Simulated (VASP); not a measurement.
An input for Ansatz (written as the equivalent of a VASP run, and not itself run):

Ansatz 0.2 input:
```yaml
crystal:
  lattice:
    - [0.0000000, 3.2231658, 3.2231658]
    - [3.2231658, 0.0000000, 3.2231658]
    - [3.2231658, 3.2231658, 0.0000000]
  atoms:
    - { symbol: Na, position: [0.0000000, 0.0000000, 0.0000000] }
    - { symbol: I, position: [0.5000000, 0.5000000, 0.5000000] }
kpoints:
  mp_grid: { grid: [8, 8, 8] }
hamiltonian:
  xc: r2scan
  pseudopotentials: { kind: paw }
scf:
  occupations: { method: gaussian, width: 0.05 }
  max_iter: 100
output: { forces: true, stress: true, eigenvalues: true }
```

### Question
Write the VASP files for the same calculation (r2SCAN).

### Answer
One answer among several that fit: 
INCAR:
```
SYSTEM = NaI
PREC = Accurate
ENCUT = 480
EDIFF = 1E-7
NELM = 100
ALGO = Normal
LREAL = .FALSE.
LASPH = .TRUE.
ISMEAR = 0
SIGMA = 0.05
METAGGA = R2SCAN
LMIXTAU = .TRUE.
LMAXMIX = 4
LWAVE = .FALSE.
LCHARG = .FALSE.
ISIF = 2
```

**KPOINTS**
```
Automatic mesh
0
Gamma
8 8 8
0 0 0
```

File POSCAR:
```
NaI
1
   -0.0000000000     3.2231658243     3.2231658243
    3.2231658243     0.0000000000     3.2231658243
    3.2231658243     3.2231658243    -0.0000000000
Na I
1 1
Direct
  0.0000000000   0.0000000000   0.0000000000
  0.5000000000   0.5000000000   0.5000000000
```

POTCAR, in this order: Na_pv I (PBE.64 set). Program: vasp_std.

Limits of the translation: each code has its own PAW files, so the cut-off isn't converted (ENCUT is set for VASP's; basis.ecutwfc is left out, and Ansatz then takes the one that its files recommend); Ansatz stops its SCF on the density residual and VASP on the energy change (EDIFF).

The compound is NaI in the rock salt structure. It was relaxed first.
